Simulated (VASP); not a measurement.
An input for Quantum ESPRESSO's pw.x (written as the equivalent of a VASP run, and not itself run):

```
&CONTROL
  calculation = 'scf'
  pseudo_dir = './pseudo'
  outdir = './out'
  tprnfor = .true.
  tstress = .true.
/
&SYSTEM
  ibrav = 0
  nat = 2
  ntyp = 2
  ecutwfc = 82
  occupations = 'tetrahedra'
  input_dft = 'vdw-df2'
/
&ELECTRONS
  conv_thr = 7.3e-09
  electron_maxstep = 100
/
ATOMIC_SPECIES
  Hf 178.490 Hf.upf
  C 12.011 C.upf
CELL_PARAMETERS angstrom
     0.0000000    2.3633053    2.3633053
     2.3633053    0.0000000    2.3633053
     2.3633053    2.3633053    0.0000000
ATOMIC_POSITIONS crystal
  Hf   0.0000000  0.0000000  0.0000000
  C    0.5000000  0.5000000  0.5000000
K_POINTS automatic
  15 15 15 0 0 0
```

Write the VASP files for the same calculation (vdW-DF2).

Several could match; the one computed here: 
File KPOINTS:
```
Automatic mesh
0
gamma
  15 15 15
```

INCAR:
```
! general
SYSTEM  =HfC
PREC    =Accurate
ENCUT   =520
LREAL   =F
LASPH   =T

! electronic loop
EDIFF   =1E-7
NELM    =100
ALGO    =Normal
LMAXMIX =6

! smearing
ISMEAR  =-5

! functional
GGA     =ML
LUSE_VDW=T
AGGAC   =0.0
ZAB_VDW =-1.8867

! ions
ISIF    =2

! output
LWAVE   =F
LCHARG  =T
LORBIT  =11
NEDOS   =601
```

POSCAR:
```
HfC
1
    0.0000000000     2.3633052829     2.3633052829
    2.3633052829     0.0000000000     2.3633052829
    2.3633052829     2.3633052829     0.0000000000
Hf C
1 1
Direct
  0.0000000000   0.0000000000   0.0000000000
  0.5000000000   0.5000000000   0.5000000000
```

POTCAR, in this order: Hf_pv C (PBE.64 set). Program: vasp_std.

What does not carry over: the potentials are each code's own (VASP's PAW set, PseudoDojo norm-conserving files in pw.x), so ENCUT and ecutwfc are chosen apart and not converted; conv_thr bounds pw.x's estimated SCF error, while EDIFF bounds the energy change between steps.

The compound is HfC in the rock salt structure. It was relaxed first, which changed the volume by +6 %.
